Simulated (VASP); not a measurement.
The input files of a VASP run:

**POSCAR**
```
Cr3Ge
1.0
  4.5205501761   0.0000000000   0.0000000000
  0.0000000000   4.5205501761   0.0000000000
  0.0000000000   0.0000000000   4.5205501761
Cr Ge
6 2
Cartesian
  1.1301375440   0.0000000000   2.2602750881
  3.3904126321   0.0000000000   2.2602750881
  2.2602750881   3.3904126321   0.0000000000
  2.2602750881   1.1301375440   0.0000000000
  0.0000000000   2.2602750881   3.3904126321
  0.0000000000   2.2602750881   1.1301375440
  0.0000000000   0.0000000000   0.0000000000
  2.2602750881   2.2602750881   2.2602750881
```

KPOINTS:
```
K-points
0
gamma
6 6 6
0 0 0
```

INCAR:
```
IBRION=2
ALGO=Normal
ISIF=3   # ions, shape and volume
NSW=60
LREAL=.False.
EDIFFG=-0.02
PREC=Accurate
ENCUT=400   # plane-wave cut-off (eV)
LMIXTAU=.True.
EDIFF=1E-6
SYSTEM=Cr3Ge
LCHARG=.False.
ISMEAR=1   # Methfessel-Paxton
LWAVE=.False.
LASPH=.True.   # aspherical one-centre terms
LMAXMIX=4   # l cut-off of mixed one-centre charges
SIGMA=0.1
METAGGA=R2SCAN
NELM=100   # most electronic steps
```

POTCAR, in this order: Cr_pv Ge_d (PBE.64 set). Program: vasp_std.

Question: Write an equivalent input for Ansatz.

Answer: One equivalent input (not run):
Ansatz 0.2 input:
```yaml
crystal:
  lattice:
    - [4.5205502, 0.0000000, 0.0000000]
    - [0.0000000, 4.5205502, 0.0000000]
    - [0.0000000, 0.0000000, 4.5205502]
  atoms:
    - { symbol: Cr, position: [0.2500000, 0.0000000, 0.5000000] }
    - { symbol: Cr, position: [0.7500000, 0.0000000, 0.5000000] }
    - { symbol: Cr, position: [0.5000000, 0.7500000, 0.0000000] }
    - { symbol: Cr, position: [0.5000000, 0.2500000, 0.0000000] }
    - { symbol: Cr, position: [0.0000000, 0.5000000, 0.7500000] }
    - { symbol: Cr, position: [0.0000000, 0.5000000, 0.2500000] }
    - { symbol: Ge, position: [0.0000000, 0.0000000, 0.0000000] }
    - { symbol: Ge, position: [0.5000000, 0.5000000, 0.5000000] }
kpoints:
  mp_grid: { grid: [6, 6, 6] }
hamiltonian:
  xc: r2scan
  pseudopotentials: { kind: paw }
scf:
  occupations: { method: methfessel_paxton, width: 0.1 }
  max_iter: 100
relax:
  max_steps: 60
  f_tol: 0.02
  cell: {}
output: { forces: true, stress: true, eigenvalues: true }
```
What does not carry over: each code has its own PAW files, so the cut-off isn't converted (ENCUT is set for VASP's; basis.ecutwfc is left out, and Ansatz then takes the one that its files recommend); Ansatz stops its SCF on the density residual and VASP on the energy change (EDIFF).

The structure comes from a computed database's Cr3Ge entry (Pm-3n); how it stands against other phases isn't given here. This run relaxes it. Symmetry was kept, so distortions that lower it aren't found. The start is the result of an earlier pass.
